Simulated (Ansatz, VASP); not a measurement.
BaTa in VASP and in Ansatz

The input INCAR:

```
SYSTEM = BaTa
PREC     = Accurate       ! precision mode
ENCUT    = 520            ! plane-wave cutoff, eV
EDIFF    = 1E-6           ! SCF threshold, eV
ISMEAR   = 0              ! smearing method
SIGMA    = 0.1            ! smearing width, eV
LREAL    = .False.        ! projectors in reciprocal space
LASPH    = .True.         ! aspherical terms in the spheres
NELM     = 100            ! most SCF steps
ALGO     = Normal         ! electronic algorithm
ISIF     = 2              ! what is computed and relaxed
LWAVE    = .False.        ! write WAVECAR
LCHARG   = .True.         ! write CHGCAR
GGA      = PE             ! functional
LELF     = .True.         ! ELF
LVHAR    = .True.       
NBANDS   = 18             ! bands
```

The input KPOINTS:

```
Automatic mesh
0
Gamma
  6 6 4
  0 0 0
```

File POSCAR:

```
BaTa
1.0
    3.5139595067      0.0000000000      0.0000000000
    0.0000000000      3.5139595067      0.0000000000
    0.0000000000      0.0000000000      4.6057969249
Ba Ta
1 1
Direct
    0.5000000000      0.5000000000      0.5000000000
    0.0000000000      0.0000000000      0.0000000000
```

Input for Ansatz:

```yaml
crystal:
  lattice:
    - [3.5139595067, 0.0, 0.0]
    - [0.0, 3.5139595067, 0.0]
    - [0.0, 0.0, 4.6057969249]
  atoms:
    - { symbol: Ba, position: [0.5, 0.5, 0.5] }
    - { symbol: Ta, position: [0.0, 0.0, 0.0] }
basis:
  ecutwfc: 420
kpoints:
  mp_grid: { grid: [6, 6, 4] }
hamiltonian:
  xc: pbe
scf:
  occupations: { method: gaussian, width: 0.1 }
  lower_state_search: "off"
output:
  forces: true
  stress: true
  eigenvalues: true
```

Alike in both runs: task single point; functional PBE; k mesh 6 × 6 × 4; occupations gaussian, width 0.1 eV; no spin polarisation.

```csv
,VASP,Ansatz
version,VASP 6.6.1,Ansatz 0.2.0
potentials or method,"VASP PAW PBE potentials, release 64 (Ba_sv, Ta_pv)","scalar-relativistic, plane waves, PAW"
plane-wave cutoff (eV),520,420
valence electrons in the cell,21,23
```

Ansatz gave:

* gap on the k mesh at the Fermi level (eV): none
* pressure (GPa): -0.3
* largest component of the traceless stress (GPa): 4.51

Problem. Estimate VASP's values.

Solution. gap on the k mesh at the Fermi level (eV): none; pressure (GPa): 0.9; largest component of the traceless stress (GPa): 4.37.

A gap of «none» marks a metal or a gap that the smearing closes. The two sets of potentials don't hold the same shells in valence.

Spin-orbit coupling is left out, which matters for the levels of Ba, Ta.
